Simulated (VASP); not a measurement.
Data:

```
CdMg
1.0
    3.28939     0.00000     0.00000
    0.00000     3.28939     0.00000
    0.00000     0.00000     3.77583
Mg Cd
1 1
Direct
  0.50000   0.50000   0.50000
  0.00000   0.00000   0.00000
```

Level of theory: PBEsol GGA, VASP's PBE PAW potentials (set 64) (plane waves; VASP 6.6.1). Numerical set-up: 400 eV cut-off, Gaussian smearing of 0.050 eV, potentials Mg Cd.

Give the energies of bands 6 to 10 at the high-symmetry points, in eV from the Fermi level.

| band | Γ | X | M | Z | R | A |
|---|---|---|---|---|---|---|
| 6 | -8.50 | -4.73 | -1.58 | -5.85 | -2.33 | 0.71 |
| 7 | 1.69 | -4.41 | -1.58 | -5.20 | -2.26 | 0.71 |
| 8 | 4.26 | 4.70 | -1.18 | 7.12 | -2.22 | 1.01 |
| 9 | 5.06 | 6.20 | 1.28 | 7.29 | 0.09 | 1.64 |
| 10 | 5.06 | 6.75 | 8.45 | 7.29 | 10.85 | 2.51 |

It has no gap at this level: it comes out as a metal or semimetal.

The structure comes from a computed database's MgCd entry (P4/mmm); how it stands against other phases isn't given here. It was relaxed first.
